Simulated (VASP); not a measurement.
Zr3PdSe4: relaxation of cell and atoms with PBE

The system is Zr3PdSe4.

```
CELL_PARAMETERS angstrom
5.54000 0.00000 0.00000
0.00000 5.54000 0.00000
0.00000 0.00000 5.54000
ATOMIC_POSITIONS crystal
Zr 0.50000 0.00000 0.50000
Zr 0.50000 0.50000 0.00000
Zr 0.00000 0.50000 0.50000
Pd 0.00000 0.00000 0.00000
Se 0.50000 0.00000 0.00000
Se 0.00000 0.50000 0.00000
Se 0.00000 0.00000 0.50000
Se 0.50000 0.50000 0.50000
```

The cell was built by a generator and needn't be a form met in nature.

| Item | Value |
| --- | --- |
| Program | VASP 6.6.1 |
| Task | relaxation of cell and atoms |
| Functional | PBE |
| Potentials or basis | VASP PAW PBE potentials, release 64 (Zr_sv, Pd, Se) |
| Cutoff | 520 eV |
| k mesh | 3 × 3 × 3 |
| Occupations | gaussian, width 0.15 eV |
| Spin | no spin polarisation |
| Further INCAR settings | PREC = Normal; ALGO = Fast; EDIFF = 0.0001; IBRION = 2; EDIFFG = -0.08; NSW = 24; ISIF = 3 |

* Relaxed volume: 20.79 Å³/atom
* Relaxed cell: a = 5.500 Å, b = 5.500 Å, c = 5.500 Å, α = 90.00°, β = 90.00°, γ = 90.00°
* Space group after relaxing (to 0.05 Å): Pm-3m (No. 221)
* Energy gained by relaxing: 3.2 meV/atom
* Ionic steps: 3
* Pressure after relaxing: -0.1 GPa
* Band gap on the k mesh: none (metal or under the smearing width)

The path:
| step | energy change (eV) | largest force (eV/Å) | pressure (GPa) | volume (Å³) |
| --- | --- | --- | --- | --- |
| 1 | 0.0000 | 0.0000 | -2.18 | 170.03 |
| 2 | -0.0043 | 0.0000 | 2.08 | 163.01 |
| 3 | -0.0260 | 0.0000 | -0.06 | 166.34 |

Final structure:
```
Zr Pd Se
1.0
     5.49960    0.00000    0.00000
     0.00000    5.49960    0.00000
     0.00000    0.00000    5.49960
Zr Pd Se
3 1 4
Direct
  0.50000 0.00000 0.50000
  0.50000 0.50000 0.00000
  0.00000 0.50000 0.50000
  0.00000 0.00000 0.00000
  0.50000 0.00000 0.00000
  0.00000 0.50000 0.00000
  0.00000 0.00000 0.50000
  0.50000 0.50000 0.50000
```

Levels at points of the mesh, in eV from the Fermi level:
```csv
k point,band 34,band 35,band 36,band 37,band 38,band 39
"(0.00, 0.00, 0.00)",-1.84,-1.84,-1.84,-0.09,-0.09,0.25
```

It took 57 s on 1 thread of Intel(R) Xeon(R) Platinum 8488C (Sapphire Rapids), with other jobs on the host, peak memory 0.2 GiB.

Caveat: the k mesh is coarse (spacing up to 0.38 Å⁻¹), so the values aren't converged.
